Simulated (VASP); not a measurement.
Consider the following.

```
CELL_PARAMETERS angstrom
     -1.56505     1.56505     1.56505
      1.56505    -1.56505     1.56505
      1.56505     1.56505    -1.56505
ATOMIC_POSITIONS crystal
  Mo 0.00000 0.00000 0.00000
```

Level of theory: PBEsol GGA, VASP's PBE PAW potentials (set 64) (plane waves; VASP 6.6.1). Run with 400 eV cut-off, Gaussian smearing of 0.050 eV, potentials Mo_sv.

Question: Give the energies of bands 5 to 10 at the high-symmetry points, in eV from the Fermi level.

Answer: 
| band | Γ | H | N | P |
|---|---|---|---|---|
| 5 | -7.37 | -5.64 | -5.49 | -2.69 |
| 6 | -1.43 | -5.64 | -3.53 | -2.69 |
| 7 | -1.43 | 4.10 | 1.66 | -2.69 |
| 8 | -1.43 | 4.10 | 1.71 | 2.48 |
| 9 | 1.66 | 4.10 | 2.35 | 2.48 |
| 10 | 1.66 | 9.15 | 4.89 | 9.70 |

It has no gap at this level: it comes out as a metal or semimetal.

The compound is Mo in the bcc structure. It was relaxed first.
